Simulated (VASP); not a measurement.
Crystal: Sb.

```
Sb
1.0
     2.15420    1.24373    3.75800
    -2.15420    1.24373    3.75800
     0.00000   -2.48746    3.75800
Sb
2
Direct
  0.23349 0.23349 0.23349
  0.76651 0.76651 0.76651
```

* Program: VASP 6.6.1
* Task: relaxation of cell and atoms
* Functional: PBE
* Potentials or basis: VASP PAW PBE potentials, release 64 (Sb)
* Cutoff: 600 eV
* k mesh: 9 × 9 × 9
* Occupations: gaussian, width 0.03 eV
* Spin: no spin polarisation

At the start: pressure 2.9 GPa; volume 30.21 Å³/atom.

Question: How do energy, volume and symmetry change on relaxing?

Answer: Over 7 steps the energy falls by 13.0 meV/atom and the volume is 31.81 Å³/atom (+5.3 %); space group R-3m (No. 166, to 0.05 Å).

The path:
```csv
step,energy change (eV),largest force (eV/Å),pressure (GPa),volume (Å³)
1,0.0000,0.2158,2.85,60.41
2,-0.0137,0.2400,-1.59,65.24
3,-0.0252,0.0681,0.04,63.21
4,-0.0256,0.0467,0.03,63.30
5,-0.0259,0.0006,0.01,63.51
6,-0.0260,0.0004,0.01,63.56
7,-0.0261,0.0023,0.02,63.62
```

Final structure:
```xyz
2
Lattice="2.1899 1.2644 3.8298 -2.1899 1.2644 3.8298 0.0000 -2.5287 3.8298" Properties=species:S:1:pos:R:3 pbc="T T T"
Sb    0.0000    0.0000    2.6774
Sb    0.0000    0.0000    8.8120
```
